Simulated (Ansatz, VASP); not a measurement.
Ge3Br2 in VASP and in Ansatz

```
Ge Br
1.0
     4.05424    0.00000    0.00000
    -2.02712    3.51107    0.00000
     0.00000    0.00000   11.62334
Ge Br
3 2
Cartesian
  0.0000 0.0000 0.0000
  0.0000 2.3407 6.1527
  2.0271 1.1704 5.4706
  0.0000 2.3407 1.6141
  2.0271 1.1704 10.0092
```

Alike in both runs: functional PBE; k mesh 6 × 6 × 4; occupations gaussian, width 0.1 eV; no spin polarisation.

Ansatz relaxed the structure, and its values are those at the end. VASP's run is a single point on that final structure, the one shown.

```csv
,VASP,Ansatz
version,VASP 6.6.1,Ansatz 0.2.0
potentials or method,"VASP PAW PBE potentials, release 64 (Ge_d, Br)","scalar-relativistic, plane waves, PAW"
plane-wave cutoff (eV),520,420
valence electrons in the cell,56,56
```

Ansatz gave:

| Quantity | Value |
| --- | --- |
| gap on the k mesh at the Fermi level (eV) | none |
| pressure (GPa) | 0.1 |

Question: Estimate VASP's values.

Answer: gap on the k mesh at the Fermi level (eV): none; pressure (GPa): 0.0.

A gap of «none» marks a metal or a gap that the smearing closes.

Caveats: this functional lacks dispersion, which binds the layers, so the pressure and a relaxed spacing across them are unreliable.
